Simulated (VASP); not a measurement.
Given:

```
CELL_PARAMETERS angstrom
      0.00000     2.72647     2.72647
      2.72647     0.00000     2.72647
     10.97651    10.97651    -0.07063
ATOMIC_POSITIONS crystal
  Zn 0.98596 0.98596 0.01053
  Zn 0.99983 0.99983 0.25012
  Zn 0.01272 0.01272 0.49046
  S  0.24281 0.24281 0.06790
  S  0.25569 0.25569 0.30823
  S  0.26884 0.26884 0.54837
  S  0.22789 0.22789 0.82908
  Cd 0.00626 0.00626 0.74530
```

Level of theory: PBEsol GGA, VASP's PBE PAW potentials (set 64) (plane waves; VASP). Settings: 400 eV cut-off, Gaussian smearing of 0.050 eV, potentials Zn S Cd.

Give the energies of bands 27 to 40 at the high-symmetry points, in eV from the valence-band maximum.

| band | Γ | T | H2 | L | S0 | F |
|---|---|---|---|---|---|---|
| 27 | -3.06 | -1.41 | -4.90 | -4.70 | -4.90 | -4.76 |
| 28 | -1.16 | -1.36 | -4.32 | -4.29 | -4.32 | -4.29 |
| 29 | -1.16 | -1.13 | -3.44 | -2.75 | -3.43 | -2.68 |
| 30 | -0.81 | -1.13 | -3.33 | -2.66 | -3.32 | -2.58 |
| 31 | -0.81 | -0.91 | -3.13 | -2.44 | -3.15 | -2.50 |
| 32 | -0.57 | -0.91 | -2.72 | -2.15 | -2.71 | -2.41 |
| 33 | -0.57 | -0.47 | -2.04 | -1.78 | -2.08 | -1.95 |
| 34 | -0.25 | -0.47 | -1.96 | -1.65 | -1.93 | -1.61 |
| 35 | 0.00 | -0.03 | -1.81 | -1.41 | -1.83 | -1.10 |
| 36 | 0.00 | -0.03 | -1.74 | -0.95 | -1.71 | -0.87 |
| 37 | 1.49 | 2.24 | 4.09 | 3.23 | 4.02 | 2.85 |
| 38 | 2.79 | 2.47 | 4.16 | 3.36 | 4.33 | 3.02 |
| 39 | 2.91 | 2.82 | 4.63 | 3.66 | 4.45 | 3.67 |
| 40 | 3.40 | 3.31 | 4.91 | 3.77 | 5.01 | 3.81 |

The gap is direct, 1.49 eV, from the valence maximum at Γ to the conduction minimum at Γ.

The structure was generated: CdZn3S4 was put into an ordered model structure (R3m), which need not be its known phase. It was relaxed first.
